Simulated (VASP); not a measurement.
Computed with PBE GGA, VASP's PBE PAW potentials (set 64) (plane waves; VASP).

VASP ran on this input.

KPOINTS:
```
Automatic mesh
0
Gamma
12 12 12
0 0 0
```

**POSCAR**
```
Sn
1
   -2.9150000000     2.9150000000     1.5900000000
    2.9150000000    -2.9150000000     1.5900000000
    2.9150000000     2.9150000000    -1.5900000000
Sn
2
Direct
  0.2500000000   0.7500000000   0.5000000000
  0.0000000000   0.0000000000   0.0000000000
```

INCAR:
```
ALGO  =  Normal
EDIFF  =  1E-6
ENCUT  =  400
GGA  =  PE
ISIF  =  2
ISMEAR  =  1
LASPH  =  T
LCHARG  =  F
LMAXMIX  =  4
LREAL  =  F
LWAVE  =  F
NELM  =  100
PREC  =  Accurate
SIGMA  =  0.1
SYSTEM  =  Sn
```

POTCAR, in this order: Sn_d (PBE.64 set). Program: vasp_std.

Unless said otherwise, spin-orbit coupling is left out, though it shifts the bands of the heavy elements here.

Problem. Predict the energy per atom (σ→0), pressure, band gap (on the k-mesh).

Solution. 
* **energy per atom (σ→0)**: -3.795 eV/atom
* **band gap (on the k-mesh)**: none (metal, semimetal or under 0.01 eV)
* **pressure**: 2.55 GPa

### OSZICAR
```
...
DAV:   5    -0.761132410638E+01   -0.17084E-01   -0.17084E-01  7900   0.422E+00    0.240E+00
DAV:   6    -0.759479355216E+01    0.16531E-01   -0.34060E-02  7596   0.291E+00    0.135E+00
DAV:   7    -0.759050150571E+01    0.42920E-02   -0.21711E-02  7636   0.227E+00    0.166E-01
DAV:   8    -0.759041970384E+01    0.81802E-04   -0.20447E-03  6864   0.675E-01    0.348E-02
DAV:   9    -0.759042817262E+01   -0.84688E-05   -0.57857E-05  7254   0.797E-02    0.134E-02
DAV:  10    -0.759042643027E+01    0.17423E-05   -0.70064E-06  6862   0.381E-02    0.212E-03
DAV:  11    -0.759042646329E+01   -0.33019E-07   -0.28845E-07  3228   0.792E-03
   1 F= -.75904265E+01 E0= -.75902746E+01  d E =-.455696E-03
```

The compound is Sn in the beta structure. The cell was not relaxed at this level.
